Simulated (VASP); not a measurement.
SrO:

```xyz
2
Lattice="0.0000 2.5650 2.5650 2.5650 0.0000 2.5650 2.5650 2.5650 0.0000" Properties=species:S:1:pos:R:3 pbc="T T T"
Sr    0.0000    0.0000    0.0000
O     2.5650    2.5650    2.5650
```

The cell was built by a generator and needn't be a form met in nature.

| Property | Result |
| --- | --- |
| Program | VASP 6.6.1 |
| Task | relaxation of cell and atoms |
| Functional | LDA |
| Potentials or basis | VASP PAW LDA potentials, release 64 (Sr_sv, O) |
| Cutoff | 600 eV |
| k mesh | 10 × 10 × 10 |
| Occupations | gaussian, width 0.02 eV |
| Spin | no spin polarisation |

At the start: pressure -3.1 GPa; volume 16.88 Å³/atom.

Q: How do energy, volume and symmetry change on relaxing?

A: Over 3 steps the energy falls by 5.3 meV/atom and the volume is 16.34 Å³/atom (-3.1 %); space group Fm-3m (No. 225, to 0.05 Å).

The path:
| step | energy change (eV) | largest force (eV/Å) | pressure (GPa) | volume (Å³) |
| --- | --- | --- | --- | --- |
| 1 | 0.0000 | 0.0000 | -3.09 | 33.75 |
| 2 | -0.0080 | 0.0000 | 1.67 | 32.19 |
| 3 | -0.0106 | 0.0000 | 0.00 | 32.69 |

Final structure:
```
Sr O
1.0
     0.00000    2.53780    2.53780
     2.53780    0.00000    2.53780
     2.53780    2.53780    0.00000
Sr O
1 1
Direct
  0.00000 0.00000 0.00000
  0.50000 0.50000 0.50000
```
